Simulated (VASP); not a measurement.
Energy against volume of GaAs (zinc blende). Calculation: PBE GGA, VASP's PBE PAW potentials (set 64) (plane waves; VASP).

| V (Å³/atom) | E (eV/atom) |
|---|---|
| 22.313 | -4.11676 |
| 23.026 | -4.13104 |
| 23.738 | -4.13563 |
| 24.450 | -4.13220 |
| 25.162 | -4.12212 |

Fit a third-order Birch-Murnaghan equation of state.

```yaml
volume_per_atom: 23.77 Å^3/atom
bulk_modulus: 59.6 GPa
pressure_derivative_of_the_bulk_modulus: 5.30
lattice_constant_a: 5.750 Å
```

Measured: bulk modulus 76.7 GPa at 0 K (computed value off by -22.3 %), as given by Daniel Mejia-Rodriguez et al., Physical Review B (2018), arXiv:1807.09216 [0 K value with the zero-point phonon effect removed]; a 5.640 Å at 0 K (computed value off by +2.0 %), as given by Daniel Mejia-Rodriguez et al., Physical Review B (2018), arXiv:1807.09216 [static lattice: zero-point anharmonic expansion removed].

The compound is GaAs in the zinc blende structure. It was relaxed first, which changed the volume by +5 %.
